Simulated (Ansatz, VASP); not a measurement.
# Si2Mo in two plane-wave programs

One calculation is typed for both programs; each brings its own data sets. How far apart do they land? The cell is taken from a series of runs on this material, whose earlier steps may have relaxed, scaled, displaced or heated it; both programs get it as it stands.

Main program and level: Ansatz 0.2.0; plane waves, with VASP 6.6.1 beside it; zone-centre phonons at PBEsol.

## Step 1: The starting structure

The structure is tetragonal, space group I4/mmm (No. 139). The conventional cell has a = 3.168 Å, b = 3.168 Å, c = 7.775 Å, α = 90.00°, β = 90.00°, γ = 90.00°. Nearest to Si lie 5 Si at 2.57 to 2.60 Å and 5 Mo at 2.58 to 2.60 Å. Nearest to Mo lie 10 Si at 2.58 to 2.60 Å. Farther neighbours are not listed.

## Step 2: Ansatz: zone-centre phonons, PBEsol

Ansatz runs on its PAW soft_1 files.

Second derivatives magnify differences that forces hide, and they need a tight electronic threshold.

input.yaml reads:

```yaml
crystal:
  lattice:
    - [-1.5837993009, 1.5837993009, 3.8876782033]
    - [1.5837993009, -1.5837993009, 3.8876782033]
    - [1.5837993009, 1.5837993009, -3.8876782033]
  atoms:
    - { symbol: Si, position: [0.3348016207, 0.3348016207, 0.0] }
    - { symbol: Si, position: [0.6651983793, 0.6651983793, 0.0] }
    - { symbol: Mo, position: [0.0, 0.0, 0.0] }
kpoints:
  mp_grid: { grid: [20, 20, 20] }
hamiltonian:
  xc: pbesol
  pseudopotentials: { kind: paw, azcp: { folder: soft_1 }, xc_functional: pbe }
scf:
  occupations: { method: methfessel_paxton, width: 0.2 }
output:
  eigenvalues: true
phonons:
  method: dfpt
```

Run with:

```
$ ansatz run input.yaml --threads 4 --pin off --max-ram 10240MiB --backend cpu --events-out ev --progress --plain --runs-dir out
```

Numbers of over 12 decimals in the logs are rounded to 6 here.

What it wrote:

```text
zone centre: on kpoints.mp_grid the ground state, and the responses unless they are solved on pairs of k-points, stand on 1166 of the mesh's 8000 k-points, reduced under 4 symmetry operations, with k and −k counted as one. Each operation leaves every solved displacement unchanged or reverses it
Engine: ansatz 0.2.0, x86_64-unknown-linux-gnu
Pseudopotentials: kind: paw
Pseudopotential: Si, paw, valence charge 4, recommended cutoff 420 eV (normal), soft_1/Si.paw.azcp
Pseudopotential: Mo, paw, valence charge 14, recommended cutoff 420 eV (normal), soft_1/Mo.paw.azcp
Functional definition: PBEsol
  exchange = pbesol_x
  correlation = pbesol_c
Crystal: 3 atoms, lattice volume = 39.008 Å³
Basis set: ecut = 420 eV, 769 PW (Γ), exchange–correlation on 60×60×60 points (8 copies of the dense FFT grid, shifted against one another)
Bands: 15, of which v1, the nominal top of the filled ones, is band 11 counted from 1 (10 counted from 0)
Symmetry: 16 space group operations
k-points: 1166 of 8000 (irreducible under 4 space group operations, time reversal used)
Non-local potential: Si, projectors of the file, l = 0: 2, l = 1: 2, l = 2: 1
Non-local potential: Mo, projectors of the file, l = 0: 3, l = 1: 2, l = 2: 2, l = 3: 1
PAW form: soft (Blöchl's): semilocal exchange-correlation on the pseudo side does not see the compensation charge
PAW frozen core: Si, regenerated for the run's functional, and the local potential with it (the file was generated under x = pbe(κ = 0.804, μ = 0.219515), c = pbe(β = 0.066725))
PAW frozen core: Mo, regenerated for the run's functional, and the local potential with it (the file was generated under x = pbe(κ = 0.804, μ = 0.219515), c = pbe(β = 0.066725))
PAW one-centre angular grid: Si, 110 points (default); XC on 64 Gauss nodes
PAW one-centre angular grid: Mo, 590 points (default); XC on 64 Gauss nodes
Initial density: superposition of atomic densities (chi_scale 0.1, normalization cell, long waves kept (reshape's long-wave potential 0.00 eV rms))
Initial wavefunctions: pseudopotential atomic-orbital guess
Functional: x = pbesol(κ = 0.804, μ = 0.123457), c = pbesol(β = 0.046)
SCF iter   1: F=—  HF=-6143.525120 eV  |F-HF|=—  |Δ(HF+E_count)|=         —  Δρ=9.33e-2  dr2=4.99e0  ethr=3.10e-3  ⟨swp⟩=5.4  Hψ=100859  notcnv=0
preconditioner: auto → Kerker (q_TF=auto, 2.480 Å⁻¹)  [metal: Δε(μ)=0.050 eV  Ē_g=8.313 eV  σ=0.200 eV  W_gap=0.21  n_scr=10 (ndim 8)  ℏωp=22.2 eV  f_vac=0.000  D(μ)=0.41/eV (n_scr^D=0)]
SCF iter   2: F=—  HF=-6142.365097 eV  |F-HF|=—  |Δ(HF+E_count)|=    1.16e0  S|Δr|=    0.00e0  Δρ=3.21e-2  dr2=3.01e-1  ethr=3.10e-3  ⟨swp⟩=2.1  Hψ=43323  notcnv=0
SCF iter   3: F=—  HF=-6142.303741 eV  |F-HF|=—  |Δ(HF+E_count)|=   6.14e-2  S|Δr|=    0.00e0  Δρ=1.46e-2  dr2=6.19e-2  ethr=1.37e-3  ⟨swp⟩=2.1  Hψ=25196  notcnv=0
SCF iter   4: F=—  HF=-6142.289525 eV  |F-HF|=—  |Δ(HF+E_count)|=   1.42e-2  S|Δr|=    0.00e0  Δρ=2.55e-3  dr2=2.75e-3  ethr=2.81e-4  ⟨swp⟩=2.6  Hψ=25441  notcnv=0
SCF iter   5: F=—  HF=-6142.288751 eV  |F-HF|=—  |Δ(HF+E_count)|=   7.74e-4  S|Δr|=    0.00e0  Δρ=3.26e-4  dr2=7.28e-5  ethr=1.25e-5  ⟨swp⟩=2.8  Hψ=28736  notcnv=0
SCF iter   6: F=—  HF=-6142.288736 eV  |F-HF|=—  |Δ(HF+E_count)|=   1.50e-5  S|Δr|=    0.00e0  Δρ=3.28e-5  dr2=6.31e-7  ethr=3.31e-7  ⟨swp⟩=2.3  Hψ=22717  notcnv=0
SCF iter   7: F=—  HF=-6142.288737 eV  |F-HF|=—  |Δ(HF+E_count)|=   9.05e-7  S|Δr|=    0.00e0  Δρ=4.65e-6  dr2=8.54e-9  ethr=2.87e-9  ⟨swp⟩=2.3  Hψ=24565  notcnv=0
SCF iter   8: F=—  HF=-6142.288737 eV  |F-HF|=—  |Δ(HF+E_count)|=   1.08e-9  S|Δr|=    0.00e0  Δρ=7.12e-7  dr2=1.42e-10  ethr=3.88e-11  ⟨swp⟩=2.6  Hψ=30370  notcnv=0
SCF iter   9: F=-6142.288737 eV  HF=-6142.288737 eV  |F-HF|=2.73e-12  |Δ(HF+E_count)|=  3.82e-11  S|Δr|=    0.00e0  Δρ=1.14e-7  dr2=4.30e-12  ethr=1.00e-12  ⟨swp⟩=5.5  Hψ=77164  notcnv=0
the search or the solves at the SCF's close seem to have found levels that the self-consistency loop had missed (the run counts 1). By its estimate they hold under 1e-12 electrons; where the run keeps them, the occupations were computed again with them
SCF 1 converged in 9 iterations: F = -6142.288737 eV  dr2 = 4.30e-12
  greatest PAW one-centre occupation: 0.999 electrons in one spin orbital (limit 2), on the Mo atom at site 2 (counted from 0), in its partial waves of l = 0
DFPT response loops at Γ: preconditioner auto → Kerker (q_TF=auto, 2.480 Å⁻¹) (partly filled bands, converged f_vac=0.000); β = 1.00, the filter's whole step (`scf.mixing.beta` (0.50) is not read by the response loops under this deck's `scf.mixing.preconditioner`; to damp them name `kerker` or `kerker_dos`, under which they read `scf.mixing.beta`, and type it under 1.00, their step now; both keys bind the ground state too); Broyden in place of MSR1
SCF converged after 9 iterations
Stability not checked: this state was not tested for a lower state beside it, because cold or Methfessel-Paxton smearing, or corrected tetrahedra, fill the levels in a way that the test cannot read (fill_not_monotonic; see scf.lower_state_search)
Free energy (F): -6142.288737 eV
Harris-Foulkes:  -6142.288737 eV  (|F-HF|=2.73e-12)
Internal energy: -6142.289263 eV  (E = F + TS)
E sigma→0 (E₀):  -6142.288869 eV
Entropy (-TS):   0.000526 eV (0.175 meV/atom)
Fermi energy:    16.438726 eV
--- Per-component energies (eV) ---
  E_band       = -36.933127
  E_kinetic    = 515.080306
  E_local      = -1110.659718  (includes V_loc(G=0)·N_el)
  E_nonlocal   = 195.070698
  E_hartree    = 425.216177
  E_xc         = -292.723017
  E_vxc        = -322.350103  (∫ρ·V_xc dr)
  E_paw        = -4150.161265  (= ΣΔE_a)
  E_vpaw       = -164.506790  (= ΣTr[D̂ρ^β])
  E_aug_tail   = 0.000138  (compensation charges beyond the density's cutoff)
  E_ewald      = -1724.385004
  E_core_change = 0.272421  (= ΣΔE_core)
  E_smearing   = 0.000526  (= −TS)
  E_closure    = 0.000000  (closes the sum)
  Σ components = -6142.288737   (vs F -6142.288737, Δ=0.00e0)
--- Band table (eV; the first three rows and the last of 1166) ---
  k-point 0: bands = [... 7 lower, 13.2149, 13.7486, 13.7486, 16.8501, 19.5062, 19.8036, 20.0870, 20.0870]
  k-point 1: bands = [... 7 lower, 13.2400, 13.5333, 14.1450, 16.5336, 19.5202, 19.6995, 19.9711, 20.1280]
  k-point 2: bands = [... 7 lower, 12.9991, 13.3169, 14.6964, 15.7519, 19.0750, 19.8951, 20.0555, 20.2309]
  k-point 1165: bands = [... 7 lower, 14.1459, 15.8413, 15.8413, 15.9909, 15.9909, 16.9914, 21.2687, 21.9372]
--- Phonons (Γ-DFPT): 4 representative perturbations + reference, on 1166 of 8000 k-points (Σ response iterations 12) ---
  k mesh reduced under 4 symmetry operations, with k and −k counted as one. Each operation leaves every solved displacement unchanged or reverses it
  ASR residual: 3.273e-5 → 0.000e0 eV/Å²; symmetrization residual: 2.996e-6 eV/Å²
  ASR residual per site (eV/Å²): 3.27e-5 3.27e-5 1.70e-5
  Γ frequencies (cm⁻¹): 0.00 0.00 0.00 289.44 289.44 331.76 346.16 346.16 449.51
  non-analytic LO–TO correction: not included (Born effective charges unavailable; polar crystals: no LO–TO splitting at Γ)
```

The column dr2 measures how far the density is from self-consistency, as an energy; F and HF (Harris–Foulkes) agree once it is small.

[end of part 1 of 2]

[Lines on the potential files, build, host, timing and source positions are cut from VASP's logs without a mark.]

[Logs are printed without paths, hosts, clocks, repeated set-up lines and the standing remarks that a program may print on its own settings, such as how far it seeks lower states.]

[Hosts, paths, dates, database ids (printed as entryN), source tags and the programs' standing remarks are cut or masked in the printed files.]
